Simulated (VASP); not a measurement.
VASP input:

### INCAR
```
ALGO = Normal
EDIFF = 1E-6
ENCUT = 300
ISIF = 2
ISMEAR = 0
LASPH = .TRUE.
LCHARG = .FALSE.
LMAXMIX = 4
LREAL = .FALSE.
LWAVE = .FALSE.
NELM = 100
PREC = Accurate
SIGMA = 0.2
SYSTEM = Sr(SiPd)2
```

**KPOINTS**
```
kpoints
0
G
  2 2 2
```

**POSCAR**
```
Sr(SiPd)2
5.0001750
 -0.4304199353   0.4304199353   1.0000000000
  0.4304199353  -0.4304199353   1.0000000000
  0.4304199353   0.4304199353  -1.0000000000
Sr Si Pd
1 2 2
Cart
  0.0000000000   0.0000000000   0.0000000000
  0.0000000000  -0.0000000000   0.7472200000
  0.0000000000  -0.0000000000   1.2527800000
  0.4304199353   0.0000000000   0.5000000000
 -0.0000000000   0.4304199353   0.5000000000
```

POTCAR, in this order: Sr_sv Si Pd (LDA.64 set). Program: vasp_std.

Question: Translate this LDA calculation to Ansatz.

Answer: One equivalent input (not run):
Ansatz 0.2 input:
```yaml
crystal:
  lattice:
    - [-2.1521750, 2.1521750, 5.0001750]
    - [2.1521750, -2.1521750, 5.0001750]
    - [2.1521750, 2.1521750, -5.0001750]
  atoms:
    - { symbol: Sr, position: [0.0000000, 0.0000000, 0.0000000] }
    - { symbol: Si, position: [0.3736100, 0.3736100, 0.0000000] }
    - { symbol: Si, position: [0.6263900, 0.6263900, 0.0000000] }
    - { symbol: Pd, position: [0.2500000, 0.7500000, 0.5000000] }
    - { symbol: Pd, position: [0.7500000, 0.2500000, 0.5000000] }
kpoints:
  mp_grid: { grid: [2, 2, 2] }
hamiltonian:
  xc: lda
  pseudopotentials: { kind: paw }
scf:
  occupations: { method: gaussian, width: 0.2 }
  max_iter: 100
output: { forces: true, stress: true, eigenvalues: true }
```
Limits of the translation: each code has its own PAW files, so the cut-off isn't converted (ENCUT is set for VASP's; basis.ecutwfc is left out, and Ansatz then takes the one that its files recommend); Ansatz stops its SCF on the density residual and VASP on the energy change (EDIFF); Ansatz's lda is the Perdew-Wang form, while the LDA potentials of VASP carry Perdew-Zunger's.

The structure comes from a computed database's Pd2SrSi2 entry; how it stands against other phases isn't given here. The cell was not relaxed at this level. The k-mesh is coarse (spacing up to 1.03 per Å, 2π included), so the numbers may not be converged in it. The run is one of a series of settings (KPOINTS 2×2×2 Γ-centred mesh against the base run), some of them coarse on purpose.
